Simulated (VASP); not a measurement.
VASP runs on PtSe₂ (space group P-3m1) share one base input (HSE06 screened hybrid, plane waves, VASP's PBE PAW potentials (set 64)) and change the settings named in each case.

File KPOINTS:
```
Regular mesh
0
Gamma
7 7 4
0 0 0
```

INCAR:
```
SYSTEM=PtSe2
PREC=Accurate; ENCUT=300; LREAL=F
LASPH=T; ISYM=3
EDIFF=1E-6; NELM=100; ALGO=Normal
LMAXMIX=6
ISMEAR=0; SIGMA=0.01
GGA=PE; LHFCALC=T; AEXX=0.25
HFSCREEN=0.2; PRECFOCK=Fast
ISIF=2
LWAVE=F; LCHARG=F
```

POSCAR:
```
PtSe2
1
    3.7247450000     0.0000000000     0.0000000000
   -1.8623720000     3.2257240000     0.0000000000
    0.0000000000     0.0000000000     5.8317100000
Pt Se
1 2
Direct
  0.0000000000   0.0000000000   0.0000000000
  0.6666670000   0.3333330000   0.7746100000
  0.3333330000   0.6666670000   0.2253900000
```

POTCAR, in this order: Pt Se (PBE.64 set). Program: vasp_std.

| change | E(σ→0) (eV/atom) | pressure (GPa) | largest force (eV/Å) |
|---|---|---|---|
| base run | -5.7700 | -2.62 | 0.411 |
| AEXX removed, HFSCREEN removed, ISYM removed, LHFCALC removed, PRECFOCK removed | -4.7644 | 1.53 | 0.058 |
| HFRCUT = -1, HFSCREEN removed | -6.2688 | -2.66 | 0.405 |
| KPOINTS 4×4×2 Γ-centred mesh | -5.7704 | -2.73 | 0.361 |
| KPOINTS 5×5×3 Γ-centred mesh | -5.7679 | -2.63 | 0.396 |
| KPOINTS 6×6×3 Γ-centred mesh | -5.7696 | -2.61 | 0.409 |
| ENCUT = 240 | -5.7691 | -2.92 | 0.406 |
| ENCUT = 180 | -5.7359 | -19.18 | 0.537 |
 Energies of different potentials or functionals have different zeros.  Unless said otherwise, spin-orbit coupling is left out, though it shifts the bands of the heavy elements here.

Left out are runs that ran out of time, are held back, or changed the cell or the kind of run, fixed moments of cells without a moment, rows past the twelfth, gaps on odd meshes, pressures of charged cells and columns that move by less than the noise.

The structure comes from a computed database's PtSe2 entry; how it stands against other phases isn't given here. The cell was not relaxed at this level, forces remain on its atoms, its lattice was scaled by up to 2.5 %.
